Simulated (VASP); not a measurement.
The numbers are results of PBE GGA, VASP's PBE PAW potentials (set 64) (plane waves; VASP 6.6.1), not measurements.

VASP ran on this input.

INCAR:
```
! general
SYSTEM =CeO2
PREC   =Accurate
ENCUT  =520
LREAL  =.FALSE.
LASPH  =.TRUE.

! electronic loop
EDIFF  =1E-6
NELM   =100
ALGO   =Normal
LMAXMIX=6

! smearing
ISMEAR =0
SIGMA  =0.05

! functional
GGA    =PE

! output
LWAVE  =.TRUE.
LCHARG =.FALSE.
```

POSCAR:
```
CeO2
1
    0.0000000000     2.7306101479     2.7306101479
    2.7306101479     0.0000000000     2.7306101479
    2.7306101479     2.7306101479     0.0000000000
Ce O
1 2
Direct
  0.0000000000   0.0000000000   0.0000000000
  0.2500000000   0.2500000000   0.2500000000
  0.7500000000   0.7500000000   0.7500000000
```

File KPOINTS:
```
kpoints
0
gamma
 6 6 6
```

POTCAR, in this order: Ce O (PBE.64 set). Program: vasp_std.

The resulting files:

### OUTCAR
```
 ion  position               nearest neighbor table
   1  0.000  0.000  0.000-   3 2.36   3 2.36   3 2.36   2 2.36   2 2.36   2 2.36   3 2.36   2 2.36
  LATTYP: Found a face centered cubic cell.
 ALAT       =     5.4612202958
 Subroutine PRICEL returns:
 Original cell was already a primitive cell.
 Subroutine GETGRP returns: Found 48 space group operations
The static configuration has the point symmetry O_h .
The dynamic configuration has the point symmetry O_h .
 Subroutine INISYM returns: Found 48 space group operations
 Subroutine IBZKPT returns following result:
 Found     16 irreducible k-points:

 Following reciprocal coordinates:
            Coordinates               Weight
  0.000000  0.000000  0.000000      1.000000
  0.166667  0.000000  0.000000      8.000000
  0.333333  0.000000  0.000000      8.000000
  0.500000  0.000000  0.000000      4.000000
  0.166667  0.166667  0.000000      6.000000
  0.333333  0.166667  0.000000     24.000000
  0.500000  0.166667  0.000000     24.000000
 -0.333333  0.166667  0.000000     24.000000
 -0.166667  0.166667  0.000000     12.000000
  0.333333  0.333333  0.000000      6.000000
...
```

**OSZICAR**
```
       N       E                     dE             d eps       ncg     rms          rms(c)
DAV:   1     0.228852058904E+03    0.22885E+03   -0.11672E+04   528   0.197E+03
DAV:   2     0.163652766569E+02   -0.21249E+03   -0.20548E+03   784   0.306E+02
DAV:   3    -0.297903908704E+02   -0.46156E+02   -0.41403E+02   696   0.146E+02
DAV:   4    -0.317223240787E+02   -0.19319E+01   -0.19317E+01   744   0.364E+01
DAV:   5    -0.318288540974E+02   -0.10653E+00   -0.10652E+00   872   0.781E+00    0.292E+01
DAV:   6    -0.299360855699E+02    0.18928E+01   -0.98226E+01   752   0.592E+01    0.291E+01
DAV:   7    -0.284097158272E+02    0.15264E+01   -0.20617E+02   776   0.133E+02    0.207E+01
DAV:   8    -0.277455958218E+02    0.66412E+00   -0.39513E+00   608   0.214E+01    0.141E+01
DAV:   9    -0.263364482737E+02    0.14091E+01   -0.66215E+00   760   0.213E+01    0.210E+00
DAV:  10    -0.262920284326E+02    0.44420E-01   -0.25885E-01   896   0.450E+00    0.147E+00
DAV:  11    -0.262633167323E+02    0.28712E-01   -0.47674E-02   760   0.210E+00    0.121E+00
DAV:  12    -0.262318984457E+02    0.31418E-01   -0.11479E-01   696   0.315E+00    0.644E-01
DAV:  13    -0.262339974954E+02   -0.20990E-02   -0.12379E-01   848   0.324E+00    0.809E-01
DAV:  14    -0.262300359486E+02    0.39615E-02   -0.61344E-02   752   0.230E+00    0.213E-01
DAV:  15    -0.262298775592E+02    0.15839E-03   -0.43580E-03   800   0.630E-01    0.826E-02
DAV:  16    -0.262298392061E+02    0.38353E-04   -0.75971E-04   736   0.276E-01    0.312E-02
DAV:  17    -0.262298502066E+02   -0.11000E-04   -0.30398E-04   760   0.174E-01    0.325E-02
DAV:  18    -0.262298406116E+02    0.95950E-05   -0.23301E-05   808   0.450E-02    0.202E-02
DAV:  19    -0.262298347797E+02    0.58319E-05   -0.41737E-05   760   0.590E-02    0.217E-03
DAV:  20    -0.262298346158E+02    0.16394E-06   -0.78478E-07   360   0.982E-03
   1 F= -.26229835E+02 E0= -.26229835E+02  d E =-.576625E-12
```

OUTCAR:
```
------------------------ aborting loop because EDIFF is reached ----------------------------------------
  FORCE on cell =-STRESS in cart. coord.  units (eV):
  Direction    XX          YY          ZZ          XY          YZ          ZX
  --------------------------------------------------------------------------------------
  Total        0.0568887      0.0568887      0.0568887      0.0000000      0.0000000     -0.0000000
  in kB        2.2383466      2.2383466      2.2383466      0.0000000      0.0000000     -0.0000000
  external PRESSURE =       2.2383466 kB  Pullay stress =       0.0000000 kB
  volume of cell :       40.72
      direct lattice vectors                 reciprocal lattice vectors
     0.000000000  2.730610148  2.730610148    -0.183109259  0.183109259  0.183109259
     2.730610148  0.000000000  2.730610148     0.183109259 -0.183109259  0.183109259
     2.730610148  2.730610148  0.000000000     0.183109259  0.183109259 -0.183109259
 POSITION                                       TOTAL-FORCE (eV/Angst)
 -----------------------------------------------------------------------------------
      0.00000      0.00000      0.00000         0.000000      0.000000      0.000000
      1.36531      1.36531      1.36531        -0.000000      0.000000     -0.000000
      4.09592      4.09592      4.09592         0.000000     -0.000000      0.000000
 -----------------------------------------------------------------------------------
    total drift:                                0.000000     -0.000000      0.000000
  FREE ENERGIE OF THE ION-ELECTRON SYSTEM (eV)
  ---------------------------------------------------
  free  energy   TOTEN  =       -26.2298346158 eV

  energy  without entropy=      -26.2298346158  energy(sigma->0) =      -26.22983462
```
(Selected blocks of OUTCAR.)

The compound is CeO2 in the fluorite structure. It was relaxed first. The run is not spin-polarised, so no magnetic state was tried.
